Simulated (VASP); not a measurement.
Method: G0W0 on PBE orbitals, VASP's PBE PAW potentials (set 64) (plane waves; VASP).

VASP ran on this input.

**INCAR**
```
SYSTEM = MgO
PREC = Normal; ENCUT = 500; LREAL = .FALSE.
LASPH = .TRUE.; NBANDS = 160
ALGO = EVGW0
ISMEAR = 0; SIGMA = 0.01
GGA = PE
LWAVE = .FALSE.; LCHARG = .FALSE.
NELMGW = 1; NOMEGA = 64; ENCUTGW = 200
NBANDSGW = 16; LSPECTRALGW = .TRUE.
```

POSCAR:
```
MgO
4.2654020
  0.0000000000   0.5000000000   0.5000000000
  0.5000000000   0.0000000000   0.5000000000
  0.5000000000   0.5000000000   0.0000000000
Mg O
1 1
Cartesian
  0.0000000000   0.0000000000   0.0000000000
  0.5000000000   0.5000000000   0.5000000000
```

KPOINTS:
```
K-points
0
Gamma
 4 4 4
0 0 0
```

POTCAR, in this order: Mg_sv_GW O_GW_new (PBE.64 set). Program: vasp_std. Read from the step before: WAVECAR, WAVEDER.

What VASP printed:

OSZICAR:
```
energies w=
    0.000    0.000    1.811    0.000    3.618    0.000    5.417    0.000
    7.206    0.000    8.980    0.000   10.738    0.000   12.478    0.000
   14.197    0.000   15.894    0.000   17.569    0.000   19.222    0.000
   20.853    0.000   22.462    0.000   24.052    0.000   25.623    0.000
   27.177    0.000   28.716    0.000   30.242    0.000   31.758    0.000
   33.266    0.000   34.769    0.000   36.270    0.000   37.772    0.000
   39.277    0.000   40.791    0.000   42.315    0.000   43.854    0.000
   45.411    0.000   46.992    0.000   48.601    0.000   50.242    0.000
   51.921    0.000   53.644    0.000   55.418    0.000   57.249    0.000
   59.146    0.000   61.118    0.000   63.173    0.000   65.325    0.000
   67.585    0.000   69.967    0.000   72.490    0.000   75.172    0.000
   78.036    0.000   81.109    0.000   84.422    0.000   88.012    0.000
   91.923    0.000   96.211    0.000  100.942    0.000  106.196    0.000
  112.075    0.000  118.707    0.000  126.258    0.000  134.940    0.000
  145.037    0.000  156.933    0.000  171.159    0.000  188.475    0.000
  210.005    0.000  237.483    0.000  273.739    0.000  323.712    0.000
NQ=   1    0.0000    0.0000    0.0000,
 performed        196000 updates of chi_q(r,r)
NQ=   2    0.2500    0.0000    0.0000,
 performed        576000 updates of chi_q(r,r)
NQ=   3    0.5000    0.0000    0.0000,
 performed        864000 updates of chi_q(r,r)
NQ=   4    0.2500    0.2500    0.0000,
 performed       1209000 updates of chi_q(r,r)
NQ=   5    0.5000    0.2500    0.0000,
 performed       1671000 updates of chi_q(r,r)
NQ=   6   -0.2500    0.2500    0.0000,
 performed       2082000 updates of chi_q(r,r)
NQ=   7    0.5000    0.5000    0.0000,
 performed       2350000 updates of chi_q(r,r)
NQ=   8   -0.2500    0.5000    0.2500,
 performed       2700000 updates of chi_q(r,r)
 resolving degeneracies of screened two electron integrals
```

**OUTCAR**
```


 k-point   1 :       0.0000    0.0000    0.0000
  band No.  KS-energies  QP-energies   sigma(KS)   V_xc(KS)     V^pw_x(r,r')   Z            occupation Imag(sigma)

      1     -68.3718     -79.3968     -47.6172     -33.7175     -56.4644       0.7932       2.0000       0.6782
      2     -35.0998     -41.9270     -41.5620     -33.1409     -48.6670       0.8107       2.0000       0.3237
      3     -35.0998     -41.9270     -41.5620     -33.1409     -48.6670       0.8107       2.0000       0.3237
      4     -35.0998     -41.9270     -41.5620     -33.1409     -48.6670       0.8107       2.0000       0.3237
      5     -12.9821     -15.4382     -21.7195     -18.3689     -30.1309       0.7330       2.0000       1.5216
      6       4.0806       2.5478     -21.7392     -19.7735     -25.3435       0.7797       2.0000       0.2678
      7       4.0806       2.5478     -21.7392     -19.7735     -25.3435       0.7797       2.0000       0.2678
      8       4.0806       2.5478     -21.7392     -19.7735     -25.3435       0.7797       2.0000       0.2678
      9       8.4518       9.4271     -12.0141     -13.1870      -8.3871       0.8314       0.0000      -0.1695
     10      19.6606      20.6342      -8.2636      -9.4352      -3.5467       0.8311       0.0000      -0.2899
     11      19.6606      20.6342      -8.2636      -9.4352      -3.5467       0.8311       0.0000      -0.2899
     12      19.6606      20.6342      -8.2636      -9.4352      -3.5467       0.8311       0.0000      -0.2899
     13      23.4602      23.9373      -7.1866      -7.7693      -1.6608       0.8187       0.0000      -0.7701
     14      25.2058      26.4804      -9.1209     -10.6559      -4.0791       0.8303       0.0000      -0.3777
     15      25.2058      26.4804      -9.1209     -10.6559      -4.0791       0.8303       0.0000      -0.3777
     16      27.6749      29.2298     -10.8413     -12.7627      -4.9611       0.8093       0.0000      -0.6802

 k-point   2 :       0.2500    0.0000    0.0000
  band No.  KS-energies  QP-energies   sigma(KS)   V_xc(KS)     V^pw_x(r,r')   Z            occupation Imag(sigma)

      1     -68.3644     -79.4653     -47.6200     -33.7210     -56.4680       0.7987       2.0000       0.6771
      2     -35.1371     -41.8850     -41.4793     -33.0585     -48.5853       0.8013       2.0000       0.3369
      3     -35.1038     -41.9229     -41.5514     -33.1333     -48.6565       0.8100       2.0000       0.3229
      4     -35.1038     -41.9229     -41.5514     -33.1333     -48.6565       0.8100       2.0000       0.3229
      5     -12.4170     -14.8471     -22.2481     -18.9322     -30.5991       0.7329       2.0000       1.4535
      6       1.4964      -0.2944     -19.1203     -16.8031     -22.7765       0.7728       2.0000       0.3297
      7       3.7635       2.1834     -21.4036     -19.3681     -25.0470       0.7763       2.0000       0.2752
      8       3.7635       2.1834     -21.4036     -19.3681     -25.0470       0.7763       2.0000       0.2752
      9      10.8341      11.9409     -12.6743     -14.0208      -8.8876       0.8220       0.0000      -0.1893
     10      16.4138      17.4989     -10.1764     -11.5040      -5.5511       0.8173       0.0000      -0.2768
     11      20.4285      21.5466      -9.1201     -10.4733      -4.2889       0.8262       0.0000      -0.3158
     12      20.4285      21.5466      -9.1201     -10.4733      -4.2889       0.8262       0.0000      -0.3158
     13      23.8134      25.0484      -9.4145     -10.9182      -4.2243       0.8213       0.0000      -0.4317
     14      23.8134      25.0484      -9.4145     -10.9182      -4.2243       0.8213       0.0000      -0.4317
     15      25.4811      26.6628      -9.7007     -11.1408      -3.9929       0.8206       0.0000      -0.7101
     16      31.3223      32.4065      -7.8706      -9.1186      -2.1933       0.8687       0.0000      -1.2044

 k-point   3 :       0.5000    0.0000    0.0000
  band No.  KS-energies  QP-energies   sigma(KS)   V_xc(KS)     V^pw_x(r,r')   Z            occupation Imag(sigma)

      1     -68.3593     -79.5735     -47.6233     -33.7262     -56.4729       0.8069       2.0000       0.6760
      2     -35.1739     -41.8780     -41.3963     -32.9781     -48.5032       0.7964       2.0000       0.3495
      3     -35.1078     -41.9125     -41.5407     -33.1258     -48.6460       0.8086       2.0000       0.3221
      4     -35.1078     -41.9125     -41.5407     -33.1258     -48.6460       0.8086       2.0000       0.3221
      5     -11.7590     -14.1593     -22.9728     -19.7048     -31.2761       0.7345       2.0000       1.3747
      6      -0.3681      -2.3718     -17.8695     -15.2461     -21.8616       0.7638       2.0000       0.4261
      7       3.4711       1.8431     -21.1278     -19.0286     -24.8187       0.7756       2.0000       0.2833
      8       3.4711       1.8431     -21.1278     -19.0286     -24.8187       0.7756       2.0000       0.2833
      9      11.7455      12.6968     -10.1059     -11.2480      -6.0726       0.8330       0.0000      -0.2005
     10      16.2718      17.8477     -14.3757     -16.3805      -9.4771       0.7861       0.0000      -0.3206
     11      20.0298      21.2726      -9.7680     -11.2683      -5.0276       0.8283       0.0000      -0.2925
     12      20.0298      21.2726      -9.7680     -11.2683      -5.0276       0.8283       0.0000      -0.2925
     13      24.4153      25.4479      -9.0323     -10.2846      -3.4277       0.8245       0.0000      -0.6227
     14      26.1007      27.2776      -9.7988     -11.2497      -3.8514       0.8112       0.0000      -0.7496
     15      26.1007      27.2776      -9.7988     -11.2497      -3.8514       0.8112       0.0000      -0.7496
     16      31.9278      33.4647      -9.4152     -11.1922      -3.7901       0.8649       0.0000      -1.1559

 k-point   4 :       0.2500    0.2500    0.0000
  band No.  KS-energies  QP-energies   sigma(KS)   V_xc(KS)     V^pw_x(r,r')   Z            occupation Imag(sigma)

      1     -68.3648     -79.4175     -47.6221     -33.7241     -56.4707       0.7953       2.0000       0.6769
      2     -35.1335     -41.8819     -41.4845     -33.0672     -48.5902       0.8017       2.0000       0.3323
      3     -35.1123     -41.9068     -41.5372     -33.1157     -48.6407       0.8068       2.0000       0.3245
      4     -35.1123     -41.9068     -41.5372     -33.1157     -48.6407       0.8068       2.0000       0.3245
      5     -12.2699     -14.6927     -22.3605     -19.0597     -30.6999       0.7340       2.0000       1.4391
      6       1.5256      -0.2586     -19.1392     -16.8312     -22.8058       0.7730       2.0000       0.3286
      7       3.3790       1.7452     -21.0840     -18.9759     -24.7613       0.7750       2.0000       0.2836
      8       3.3790       1.7452     -21.0840     -18.9759     -24.7613       0.7750       2.0000       0.2836
      9      11.7754      13.0048     -13.5403     -15.0534      -9.6455       0.8125       0.0000      -0.2011
     10      15.1405      15.9242      -7.8612      -8.7960      -3.4757       0.8383       0.0000      -0.2315
     11      19.1705      20.4381     -10.2669     -11.8071      -5.4261       0.8230       0.0000      -0.3030
     12      21.1567      22.4291     -10.4558     -12.0292      -5.2405       0.8087       0.0000      -0.4047
     13      21.1567      22.4291     -10.4558     -12.0292      -5.2405       0.8087       0.0000      -0.4047
     14      27.0289      28.3507      -9.2312     -10.8242      -4.0413       0.8297       0.0000      -0.4543
     15      30.7068      32.1140      -9.4720     -11.1677      -3.6318       0.8299       0.0000      -0.8559
     16      30.7068      32.1140      -9.4720     -11.1677      -3.6318       0.8299       0.0000      -0.8559

 k-point   5 :       0.5000    0.2500    0.0000
  band No.  KS-energies  QP-energies   sigma(KS)   V_xc(KS)     V^pw_x(r,r')   Z            occupation Imag(sigma)

      1     -68.3596     -79.5475     -47.6256     -33.7291     -56.4753       0.8051       2.0000       0.6761
      2     -35.1585     -41.8852     -41.4352     -33.0144     -48.5381       0.7988       2.0000       0.3375
      3     -35.1262     -41.8948     -41.5069     -33.0860     -48.6096       0.8038       2.0000       0.3255
      4     -35.1164     -41.9010     -41.5244     -33.1081     -48.6282       0.8061       2.0000       0.3236
      5     -11.6626     -14.0726     -22.9878     -19.7373     -31.2857       0.7414       2.0000       1.3717
      6       0.4131      -1.5334     -18.4489     -15.9182     -22.3513       0.7692       2.0000       0.3830
      7       2.2539       0.4807     -19.8280     -17.5434     -23.5401       0.7761       2.0000       0.3123
      8       3.1153       1.4416     -20.8702     -18.7071     -24.5970       0.7737       2.0000       0.2921
      9      13.5188      14.6063     -10.8908     -12.2088      -6.6679       0.8251       0.0000      -0.2219
     10      15.3339      16.6459     -12.3945     -14.0241      -7.8563       0.8051       0.0000      -0.2635
     11      17.0050      18.2470     -10.8105     -12.3215      -6.1263       0.8219       0.0000      -0.2708
     12      21.2875      22.6737     -10.9730     -12.6897      -5.7658       0.8075       0.0000      -0.3983
     13      22.4020      23.6621     -10.4137     -11.9740      -4.9094       0.8076       0.0000      -0.5188
     14      28.0603      29.2580      -9.3689     -10.8222      -3.5610       0.8241       0.0000      -0.7861
     15      30.1927      31.5542      -9.2367     -10.8549      -3.5004       0.8414       0.0000      -0.8801
     16      31.3907      33.0438     -10.5789     -12.5442      -4.5307       0.8411       0.0000      -1.0220

 k-point   6 :      -0.2500    0.2500    0.0000
  band No.  KS-energies  QP-energies   sigma(KS)   V_xc(KS)     V^pw_x(r,r')   Z            occupation Imag(sigma)

      1     -68.3609     -79.4714     -47.6243     -33.7272     -56.4739       0.7995       2.0000       0.6762
      2     -35.1519     -41.8891     -41.4465     -33.0266     -48.5527       0.8002       2.0000       0.3403
      3     -35.1280     -41.8787     -41.5049     -33.0824     -48.6065       0.8015       2.0000       0.3260
      4     -35.1078     -41.9037     -41.5399     -33.1258     -48.6453       0.8077       2.0000       0.3220
      5     -11.8345     -14.2319     -22.8300     -19.5610     -31.1366       0.7334       2.0000       1.3880
...
```
(Selected blocks of OUTCAR.)

The mesh is coarse and the basis finite, so the quasiparticle values are not converged.

The compound is MgO in the rock salt structure. This cell is one point of a volume scan, at 1.04 of the reference volume. The k-mesh is coarse (spacing up to 0.64 per Å, 2π included), so the numbers may not be converged in it.
